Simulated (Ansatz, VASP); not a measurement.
## H5C2NO (liquid N-methylformamide at 298 K) in two plane-wave programs

Aim: how closely do two programs agree when they are given the same cell, functional and k mesh? The structure shown is the start of the Ansatz relaxation below; VASP solves that cell, so the two are compared at the walk's first step.

Program: Ansatz 0.2.0. Level of theory: plane waves, with VASP 6.6.1 beside it; single point at PBE with D4. Results are calculated unless marked as measured.

### Step 1. Set-up

The cell holds 108 atoms: 24 C, 12 N, 12 O and 60 H. Cell: a = 10.550 Å, b = 10.550 Å, c = 10.550 Å, α = 90.0°, β = 90.0°, γ = 90.0°. As first built, before any earlier steps moved the atoms (in the runner's words): 12 N-methylformamide placed at random, at 1 g/cm^3; overlaps pushed apart, then 10 ps at 398 K with MMFF94 bonds, angles, torsions, charges and radii (Halgren, J. Comput. Chem. 17, 490 (1996)) in harmonic and 12-6 forms. Snapshot after 20 ps at 298 K and fixed volume.

### Step 2. Ansatz: relaxation, PBE with D4

Ansatz runs on its default PAW (the set named soft_2) files.

The two programs are compared at the cell with which this relaxation starts, whose forces are those of its first step.

input.yaml

```yaml
crystal:
  lattice:
    - [10.55022, 0.0, 0.0]
    - [0.0, 10.55022, 0.0]
    - [0.0, 0.0, 10.55022]
  atoms:
    - { symbol: C, position: [0.97984, 0.11935, 0.25888] }
    - { symbol: "N", position: [0.91349, 0.23658, 0.27601] }
    - { symbol: C, position: [0.96788, 0.35332, 0.26552] }
    - { symbol: O, position: [0.08425, 0.36731, 0.24578] }
    - { symbol: H, position: [0.06628, 0.11834, 0.31283] }
    - { symbol: H, position: [0.00928, 0.1127, 0.15462] }
    - { symbol: H, position: [0.91419, 0.04593, 0.29847] }
    - { symbol: H, position: [0.824, 0.23098, 0.28494] }
    - { symbol: H, position: [0.90483, 0.43793, 0.29676] }
    - { symbol: C, position: [0.71724, 0.93341, 0.02662] }
    - { symbol: "N", position: [0.70372, 0.80478, 0.98831] }
    - { symbol: C, position: [0.68551, 0.7611, 0.86456] }
    - { symbol: O, position: [0.66119, 0.82451, 0.77203] }
    - { symbol: H, position: [0.62049, 0.97732, 0.03387] }
    - { symbol: H, position: [0.77866, 0.97597, 0.95343] }
    - { symbol: H, position: [0.75998, 0.93278, 0.11638] }
    - { symbol: H, position: [0.72189, 0.73601, 0.05324] }
    - { symbol: H, position: [0.68928, 0.65459, 0.85696] }
    - { symbol: C, position: [0.45692, 0.78649, 0.23944] }
    - { symbol: "N", position: [0.43307, 0.79202, 0.1048] }
    - { symbol: C, position: [0.43124, 0.6859, 0.03534] }
    - { symbol: O, position: [0.44675, 0.58057, 0.0738] }
    - { symbol: H, position: [0.51336, 0.70183, 0.26996] }
    - { symbol: H, position: [0.3664, 0.78257, 0.29137] }
    - { symbol: H, position: [0.50576, 0.86944, 0.27698] }
    - { symbol: H, position: [0.38738, 0.87211, 0.06942] }
    - { symbol: H, position: [0.41834, 0.70405, 0.93452] }
    - { symbol: C, position: [0.40545, 0.76359, 0.60431] }
    - { symbol: "N", position: [0.28812, 0.83476, 0.57279] }
    - { symbol: C, position: [0.28814, 0.93409, 0.48703] }
    - { symbol: O, position: [0.38384, 0.98186, 0.44472] }
    - { symbol: H, position: [0.3798, 0.70939, 0.68844] }
    - { symbol: H, position: [0.47424, 0.83525, 0.62645] }
    - { symbol: H, position: [0.42696, 0.70029, 0.52903] }
    - { symbol: H, position: [0.20461, 0.79886, 0.59854] }
    - { symbol: H, position: [0.19046, 0.95727, 0.46752] }
    - { symbol: C, position: [0.83271, 0.40723, 0.01072] }
    - { symbol: "N", position: [0.72988, 0.41671, 0.09727] }
    - { symbol: C, position: [0.70514, 0.52186, 0.16887] }
    - { symbol: O, position: [0.75836, 0.61867, 0.15261] }
    - { symbol: H, position: [0.89696, 0.48501, 0.04581] }
    - { symbol: H, position: [0.7993, 0.42605, 0.91539] }
    - { symbol: H, position: [0.88168, 0.31418, 0.00563] }
    - { symbol: H, position: [0.69172, 0.33594, 0.12721] }
    - { symbol: H, position: [0.63724, 0.49985, 0.24448] }
    - { symbol: C, position: [0.42578, 0.16995, 0.13462] }
    - { symbol: "N", position: [0.46757, 0.1369, 0.25791] }
    - { symbol: C, position: [0.58525, 0.16192, 0.30902] }
    - { symbol: O, position: [0.66266, 0.22837, 0.26001] }
    - { symbol: H, position: [0.42592, 0.27849, 0.13644] }
    - { symbol: H, position: [0.33024, 0.12392, 0.11782] }
    - { symbol: H, position: [0.49197, 0.13279, 0.05831] }
    - { symbol: H, position: [0.40247, 0.09359, 0.31393] }
    - { symbol: H, position: [0.59966, 0.10257, 0.39901] }
    - { symbol: C, position: [0.2575, 0.39772, 0.56711] }
    - { symbol: "N", position: [0.25818, 0.40206, 0.42853] }
    - { symbol: C, position: [0.36238, 0.44835, 0.37139] }
    - { symbol: O, position: [0.46151, 0.4813, 0.41959] }
    - { symbol: H, position: [0.2006, 0.31022, 0.59191] }
    - { symbol: H, position: [0.22312, 0.4901, 0.60528] }
    - { symbol: H, position: [0.35485, 0.38202, 0.59992] }
    - { symbol: H, position: [0.19774, 0.35545, 0.37152] }
    - { symbol: H, position: [0.34497, 0.44234, 0.26704] }
    - { symbol: C, position: [0.11057, 0.57319, 0.89805] }
    - { symbol: "N", position: [0.17592, 0.49068, 0.98621] }
    - { symbol: C, position: [0.28105, 0.43614, 0.94368] }
    - { symbol: O, position: [0.31169, 0.44216, 0.83457] }
    - { symbol: H, position: [0.1726, 0.64633, 0.88022] }
    - { symbol: H, position: [0.02273, 0.60611, 0.93995] }
    - { symbol: H, position: [0.10077, 0.52718, 0.80357] }
    - { symbol: H, position: [0.14302, 0.47883, 0.07504] }
    - { symbol: H, position: [0.3112, 0.35918, 0.01088] }
    - { symbol: C, position: [0.02654, 0.17798, 0.79331] }
    - { symbol: "N", position: [0.9377, 0.10176, 0.73123] }
    - { symbol: C, position: [0.96939, 0.97692, 0.71466] }
    - { symbol: O, position: [0.07929, 0.93714, 0.71439] }
    - { symbol: H, position: [0.98522, 0.27212, 0.78881] }
    - { symbol: H, position: [0.11872, 0.17922, 0.74507] }
    - { symbol: H, position: [0.04637, 0.14657, 0.89087] }
    - { symbol: H, position: [0.84694, 0.11588, 0.74708] }
    - { symbol: H, position: [0.89126, 0.92108, 0.68023] }
    - { symbol: C, position: [0.95859, 0.79056, 0.36559] }
    - { symbol: "N", position: [0.95926, 0.75632, 0.23716] }
    - { symbol: C, position: [0.04434, 0.81198, 0.15456] }
    - { symbol: O, position: [0.119, 0.90089, 0.16781] }
    - { symbol: H, position: [0.02527, 0.86695, 0.38313] }
    - { symbol: H, position: [0.98618, 0.71248, 0.42482] }
    - { symbol: H, position: [0.8652, 0.81124, 0.4054] }
    - { symbol: H, position: [0.89044, 0.69913, 0.21364] }
    - { symbol: H, position: [0.04353, 0.77192, 0.05704] }
    - { symbol: C, position: [0.78314, 0.35667, 0.54023] }
    - { symbol: "N", position: [0.72675, 0.47805, 0.54278] }
    - { symbol: C, position: [0.78738, 0.57589, 0.60115] }
    - { symbol: O, position: [0.89467, 0.57957, 0.6464] }
    - { symbol: H, position: [0.82475, 0.347, 0.63471] }
    - { symbol: H, position: [0.86747, 0.35574, 0.4791] }
    - { symbol: H, position: [0.71246, 0.27921, 0.51087] }
    - { symbol: H, position: [0.63475, 0.48223, 0.50943] }
    - { symbol: H, position: [0.72584, 0.66024, 0.59899] }
    - { symbol: C, position: [0.45213, 0.12897, 0.6914] }
    - { symbol: "N", position: [0.47633, 0.25371, 0.74954] }
    - { symbol: C, position: [0.58315, 0.27434, 0.81735] }
    - { symbol: O, position: [0.66918, 0.19457, 0.81946] }
    - { symbol: H, position: [0.42372, 0.05745, 0.76129] }
    - { symbol: H, position: [0.53826, 0.09506, 0.64367] }
    - { symbol: H, position: [0.38267, 0.15708, 0.623] }
    - { symbol: H, position: [0.39702, 0.31626, 0.7644] }
    - { symbol: H, position: [0.59131, 0.37009, 0.86526] }
kpoints:
  mp_grid: { grid: [1, 1, 1] }
hamiltonian:
  xc: pbe
  dispersion: d4
scf:
  occupations: { method: fermi_dirac, width: 0.05 }
output:
  forces: true
relax:
  f_tol: 0.03
  max_steps: 200
  cell: {}
```

Launch:

```sh
ansatz run input.yaml --threads 4 --pin off --max-ram 8192MiB --backend cpu --events-out ev --progress --plain --runs-dir out
```

Numbers of over 12 decimals in the logs are rounded to 6 here.

The log of the run:

```text
Engine: ansatz 0.2.0, aarch64-unknown-linux-gnu
Pseudopotentials: kind: paw
Pseudopotential: C, paw, valence charge 4, recommended cutoff 420 eV (normal), C.paw.azcp
Pseudopotential: N, paw, valence charge 5, recommended cutoff 420 eV (normal), N.paw.azcp
Pseudopotential: O, paw, valence charge 6, recommended cutoff 420 eV (normal), O.paw.azcp
Pseudopotential: H, paw, valence charge 1, recommended cutoff 420 eV (normal), H.paw.azcp
Functional definition: PBE
  parameter kappa = 0.804
  parameter beta = 0.066725
  exchange = pbe_x(kappa = kappa, mu = beta*pi^2/3)
  correlation = pbe_c(beta = beta)
Crystal: 108 atoms, lattice volume = 1174.315 Å³
Basis set: ecut = 420 eV, 22983 PW (Γ), exchange–correlation on 144×144×144 points (8 copies of the dense FFT grid, shifted against one another)
Bands: 252, of which v1, the nominal top of the filled ones, is band 144 counted from 1 (143 counted from 0)
Symmetry: 1 space group operations
Space group: P1 (ITA 1), of the structure as read, at distance tolerance 1.1e-4 Å
k-points: 1
Non-local potential: C, projectors of the file, l = 0: 2, l = 1: 2, l = 2: 1
Non-local potential: N, projectors of the file, l = 0: 2, l = 1: 2, l = 2: 1
Non-local potential: O, projectors of the file, l = 0: 2, l = 1: 2, l = 2: 1
Non-local potential: H, projectors of the file, l = 0: 2, l = 1: 1
PAW form: soft (Blöchl's): semilocal exchange-correlation on the pseudo side does not see the compensation charge
PAW one-centre angular grid: C, 110 points (default); XC on 64 Gauss nodes
PAW one-centre angular grid: N, 110 points (default); XC on 64 Gauss nodes
PAW one-centre angular grid: O, 110 points (default); XC on 64 Gauss nodes
PAW one-centre angular grid: H, 110 points (default); XC on 64 Gauss nodes
Initial density: superposition of atomic densities (neutral atoms: chi_scale 0, normalization atom), corrected by the library's trained network
Initial wavefunctions: pseudopotential atomic-orbital guess
Functional: x = pbe(κ = 0.804, μ = 0.219515), c = pbe(β = 0.066725)
SCF iter   1: F=—  HF=-18401.735596 eV  |F-HF|=—  |Δ(HF+E_count)|=         —  Δρ=6.77e-3  dr2=4.69e-1  ethr=1.77e-3  ⟨swp⟩=6.0  Hψ=1166  notcnv=0  defer=24
preconditioner: auto → Resta (q_TF=auto, 2.159 Å⁻¹)  ε∞=2.3  [insulator: Δε(μ)=4.313 eV  Ē_g=16.183 eV  σ=0.050 eV  W_gap=1.00  n_scr=202 (ndim 8)  ℏωp=18.3 eV  f_vac=0.256  D(μ)=0.00/eV (n_scr^D=0)  ε∞_Penn≈2.3]
SCF iter   2: F=—  HF=-18401.662714 eV  |F-HF|=—  |Δ(HF+E_count)|=   7.29e-2  Δρ=3.59e-3  dr2=1.12e-1  ethr=1.63e-4  ⟨swp⟩=2.0  Hψ=433  notcnv=0  defer=101
SCF iter   3: F=—  HF=-18401.652343 eV  |F-HF|=—  |Δ(HF+E_count)|=   1.04e-2  Δρ=1.70e-3  dr2=3.43e-2  ethr=3.89e-5  ⟨swp⟩=2.0  Hψ=297  notcnv=0  defer=101
SCF iter   4: F=—  HF=-18401.651105 eV  |F-HF|=—  |Δ(HF+E_count)|=   1.24e-3  Δρ=4.39e-4  dr2=2.96e-3  ethr=1.19e-5  ⟨swp⟩=2.0  Hψ=290  notcnv=0  defer=101
SCF iter   5: F=—  HF=-18401.651118 eV  |F-HF|=—  |Δ(HF+E_count)|=   1.34e-5  Δρ=2.29e-4  dr2=7.01e-4  ethr=1.03e-6  ⟨swp⟩=2.0  Hψ=295  notcnv=0  defer=101
SCF iter   6: F=—  HF=-18401.651106 eV  |F-HF|=—  |Δ(HF+E_count)|=   1.24e-5  Δρ=1.16e-4  dr2=1.60e-4  ethr=2.44e-7  ⟨swp⟩=2.0  Hψ=295  notcnv=0  defer=101
SCF iter   7: F=—  HF=-18401.651082 eV  |F-HF|=—  |Δ(HF+E_count)|=   2.38e-5  Δρ=3.76e-5  dr2=1.51e-5  ethr=5.54e-8  ⟨swp⟩=2.0  Hψ=295  notcnv=0  defer=101
SCF iter   8: F=—  HF=-18401.652371 eV  |F-HF|=—  |Δ(HF+E_count)|=   1.29e-3  Δρ=1.39e-5  dr2=2.06e-6  ethr=5.25e-9  ⟨swp⟩=2.0  Hψ=390  notcnv=0  defer=101
SCF iter   9: F=—  HF=-18401.652372 eV  |F-HF|=—  |Δ(HF+E_count)|=   4.45e-7  Δρ=6.92e-6  dr2=5.49e-7  ethr=7.15e-10  ⟨swp⟩=2.0  Hψ=295  notcnv=0  defer=101
SCF iter  10: F=-18401.652372 eV  HF=-18401.652372 eV  |F-HF|=1.07e-8  |Δ(HF+E_count)|=   3.17e-8  Δρ=2.26e-6  dr2=6.02e-8  ethr=3.47e-11  ⟨swp⟩=3.0  Hψ=767  notcnv=0
SCF 1 converged in 10 iterations: F = -18401.652372 eV  dr2 = 6.02e-8
  greatest PAW one-centre occupation: 0.878 electrons in one spin orbital (limit 2), on the O atom at site 21 (counted from 0), in its partial waves of l = 0
relax step   1: F+E_penalty+E_count = -18401.65237188 eV  Δ(F+E_penalty+E_count) = +0.000e0 eV  max|allowed force component| = 5.784e0 eV/Å  Δτ_max = 0.0000 Å  P = +2.060 GPa  Ω = 1174.315 Å³  (10 SCF iters, dr2 threshold 1.00e-7 eV, accepted)
Crystal: 108 atoms, lattice volume = 1215.112 Å³
Basis set: ecut = 420 eV, 23739 PW (Γ), exchange–correlation on 144×144×144 points (8 copies of the dense FFT grid, shifted against one another)
Initial density: handed on by an earlier stage of this run
Initial wavefunctions: those handed on with the density
iter 1 solved again at ethr=6.86e-4 eV; its pass at ethr=3.10e-3 eV (dr2=1.97e0 eV) is discarded
SCF iter   1: F=—  HF=-18405.197408 eV  |F-HF|=—  |Δ(HF+E_count)|=         —  Δρ=1.84e-2  dr2=1.99e0  ethr=6.86e-4  ⟨swp⟩=7.0  Hψ=1319  notcnv=0
[...]
- { symbol: N, position: [0.968160, 0.223346, 0.274584] }
    - { symbol: C, position: [1.042010, 0.330074, 0.303141] }
    - { symbol: O, position: [0.135730, 0.362007, 0.244861] }
    - { symbol: H, position: [0.086248, 0.128595, 0.153305] }
    - { symbol: H, position: [-0.068417, 0.159703, 0.080421] }
    - { symbol: H, position: [0.953696, 0.032535, 0.195049] }
    - { symbol: H, position: [0.884709, 0.213921, 0.316976] }
    - { symbol: H, position: [1.015113, 0.390568, 0.385199] }
    - { symbol: C, position: [0.635606, 0.941281, 0.00781951] }
    - { symbol: N, position: [0.657078, 0.804332, 0.973714] }
    - { symbol: C, position: [0.636082, 0.756090, 0.852698] }
    - { symbol: O, position: [0.603328, 0.822041, 0.758093] }
    - { symbol: H, position: [0.536410, 0.967020, -0.017527] }
    - { symbol: H, position: [0.695361, 1.009317, 0.958192] }
    - { symbol: H, position: [0.657735, 0.954898, 0.111419] }
    - { symbol: H, position: [0.678604, 0.741014, 0.047106] }
    - { symbol: H, position: [0.651948, 0.647917, 0.845374] }
    - { symbol: C, position: [0.415997, 0.778817, 0.205110] }
    - { symbol: N, position: [0.358880, 0.727232, 0.082449] }
    - { symbol: C, position: [0.395570, 0.615096, 0.027086] }
    - { symbol: O, position: [0.480991, 0.542825, 0.071371] }
    - { symbol: H, position: [0.518069, 0.762689, 0.213603] }
    - { symbol: H, position: [0.375718, 0.732074, 0.286593] }
    - { symbol: H, position: [0.399083, 0.885015, 0.211900] }
    - { symbol: H, position: [0.278205, 0.771402, 0.043459] }
    - { symbol: H, position: [0.341248, 0.592516, 0.933345] }
    - { symbol: C, position: [0.255306, 0.809595, 0.635012] }
    - { symbol: N, position: [0.184086, 0.909864, 0.563846] }
    - { symbol: C, position: [0.232307, 0.988349, 0.479072] }
    - { symbol: O, position: [0.343673, 0.988344, 0.449875] }
    - { symbol: H, position: [0.211878, 0.711675, 0.611125] }
    - { symbol: H, position: [0.253634, 0.828557, 0.738571] }
    - { symbol: H, position: [0.353550, 0.812334, 0.611017] }
    - { symbol: H, position: [0.088755, 0.918185, 0.575527] }
    - { symbol: H, position: [0.161770, 1.056952, 0.434418] }
    - { symbol: C, position: [0.818063, 0.464709, 0.095249] }
    - { symbol: N, position: [0.754460, 0.472901, 0.211872] }
    - { symbol: C, position: [0.721123, 0.588044, 0.261536] }
    - { symbol: O, position: [0.746851, 0.698654, 0.217766] }
    - { symbol: H, position: [0.917670, 0.496637, 0.112715] }
    - { symbol: H, position: [0.772475, 0.528842, 1.022272] }
    - { symbol: H, position: [0.812095, 0.363045, 0.057025] }
    - { symbol: H, position: [0.725311, 0.386509, 0.251178] }
[...]
- { symbol: C, position: [0.448857, 0.212396, 0.205799] }
    - { symbol: N, position: [0.502258, 0.141976, 0.316497] }
    - { symbol: C, position: [0.624397, 0.146506, 0.357503] }
    - { symbol: O, position: [0.708203, 0.213245, 0.309823] }
[...]
- { symbol: C, position: [0.301306, 0.419669, 0.561394] }
    - { symbol: N, position: [0.337580, 0.451598, 0.435122] }
    - { symbol: C, position: [0.455201, 0.488845, 0.412804] }
    - { symbol: O, position: [0.546269, 0.502835, 0.495356] }
[...]
- { symbol: C, position: [0.063985, 0.486760, 0.884748] }
    - { symbol: N, position: [0.136111, 0.400419, 0.971610] }
    - { symbol: C, position: [0.233733, 0.330030, 0.937485] }
    - { symbol: O, position: [0.272807, 0.327260, 0.829388] }
[...]
- { symbol: C, position: [0.00702685, 0.106025, 0.778100] }
    - { symbol: N, position: [0.876675, 0.065030, 0.741002] }
    - { symbol: C, position: [0.844778, 0.978041, 0.644945] }
    - { symbol: O, position: [-0.079564, 0.923722, 0.577538] }
[...]
- { symbol: C, position: [1.087819, 0.735258, 0.243467] }
    - { symbol: N, position: [0.989882, 0.768352, 0.143908] }
    - { symbol: C, position: [0.014278, 0.820652, 0.032080] }
    - { symbol: O, position: [0.121081, 0.847176, -0.00180737] }
[...]
- { symbol: C, position: [0.838427, 0.372397, 0.604740] }
    - { symbol: N, position: [0.813537, 0.510761, 0.581123] }
    - { symbol: C, position: [0.901727, 0.596656, 0.545336] }
    - { symbol: O, position: [1.013654, 0.569759, 0.533166] }
[...]
- { symbol: H, position: [0.796317, 0.308878, 0.525056] }
    - { symbol: H, position: [0.720792, 0.537386, 0.570633] }
    - { symbol: H, position: [0.865704, 0.697469, 0.528520] }
    - { symbol: C, position: [0.526440, 0.138719, 0.701646] }
    - { symbol: N, position: [0.515433, 0.231485, 0.807679] }
    - { symbol: C, position: [0.614231, 0.273181, 0.886417] }
    - { symbol: O, position: [0.725351, 0.235423, 0.882128] }
    - { symbol: H, position: [0.434788, 0.128198, 0.645524] }
    - { symbol: H, position: [0.554999, 0.040445, 0.734903] }
    - { symbol: H, position: [0.595800, 0.176578, 0.638915] }
    - { symbol: H, position: [0.427344, 0.270035, 0.819419] }
    - { symbol: H, position: [0.589517, 0.347607, 0.958667] }
```

In the SCF lines HF is the Harris–Foulkes energy and dr2 the Hartree energy of the density residual, in eV; the loop may stop once dr2 is under the threshold and the program's other checks hold. Hψ counts applications of the Hamiltonian.

(Continued in part 2 of 2.)

[Lines on the potential files, build, host, timing and source positions are cut from VASP's logs without a mark.]

[Logs are printed without paths, hosts, clocks, repeated set-up lines and the standing remarks that a program may print on its own settings, such as how far it seeks lower states.]

[Hosts, paths, dates, database ids (printed as entryN), source tags and the programs' standing remarks are cut or masked in the printed files.]

[The MMFF94 radii named for the starting cell were scaled by 0.96; in molecules described by MMFF94, hydrogen bound to N, O or S took a small fixed 12-6 site in their place.]
